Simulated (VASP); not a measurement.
Level of theory: LDA (Ceperley-Alder, Perdew-Zunger), VASP's LDA PAW potentials (set 64) (plane waves; VASP).

VASP ran on this input.

**INCAR**
```
! general
SYSTEM =Rb2ZnF4
PREC   =Accurate
ENCUT  =400
LREAL  =.FALSE.
LASPH  =.TRUE.

! electronic loop
EDIFF  =1E-6
NELM   =100
ALGO   =Normal
LMAXMIX=4

! smearing
ISMEAR =0
SIGMA  =0.01

! ions
ISIF   =2

! output
LWAVE  =.FALSE.
LCHARG =.FALSE.
```

File KPOINTS_OPT:
```
k-points along high-symmetry lines
8
Line-mode
Reciprocal
  0.000000   0.000000   0.000000 ! GAMMA
  0.000000   0.500000  -0.500000 ! X

  0.000000   0.500000   0.000000 ! Y
  0.000000   0.000000   0.000000 ! GAMMA

  0.000000   0.000000   0.000000 ! GAMMA
  0.500000   0.500000  -0.500000 ! Z

  0.500000  -0.500000   0.000000 ! R_2
  0.000000   0.000000   0.000000 ! GAMMA

  0.000000   0.000000   0.000000 ! GAMMA
  0.500000   0.000000  -0.500000 ! T_2

  0.500000   0.000000   0.000000 ! U_2
  0.000000   0.000000   0.000000 ! GAMMA

  0.000000   0.000000   0.000000 ! GAMMA
  0.000000   0.000000  -0.500000 ! V_2
```

### KPOINTS
```
Automatic mesh
0
Gamma
3 3 4
0 0 0
```

POSCAR:
```
Rb2ZnF4
13.682540
 -0.1506595267   0.1506595267   0.5000000000
  0.1506595267  -0.1506595267   0.5000000000
  0.1506595267   0.1506595267  -0.5000000000
Rb Zn F
2 1 4
Cart
  0.0022882169  -0.0028360149   0.3529310000
 -0.0005494553  -0.0014413597   0.6480765000
 -0.0008741266  -0.0000244068  -0.0019040000
  0.0001321284   0.0018327731   0.1482085000
 -0.0013389112   0.0003668559   0.8514375000
 -0.0003867430   0.1521349354   0.0012745000
  0.1513885681   0.0006262917  -0.0000235000
```

POTCAR, in this order: Rb_sv Zn F (LDA.64 set). Program: vasp_std.

What will the output report for the number of irreducible k-points (NKPTS), largest plane-wave count, number of space-group operations, FFT grid (NGX, NGY, NGZ)?

```
Item                                           Value
--------------------------------------  ------------
number of irreducible k-points (NKPTS)            19
largest plane-wave count                        2132
number of space-group operations                   1
FFT grid (NGX, NGY, NGZ)                50 × 50 × 50
```

The structure comes from a computed database's Rb2ZnF4 entry; how it stands against other phases isn't given here. The cell was not relaxed at this level, atoms are displaced from their ideal sites. The k-mesh is coarse (spacing up to 0.54 per Å, 2π included), so the numbers may not be converged in it.
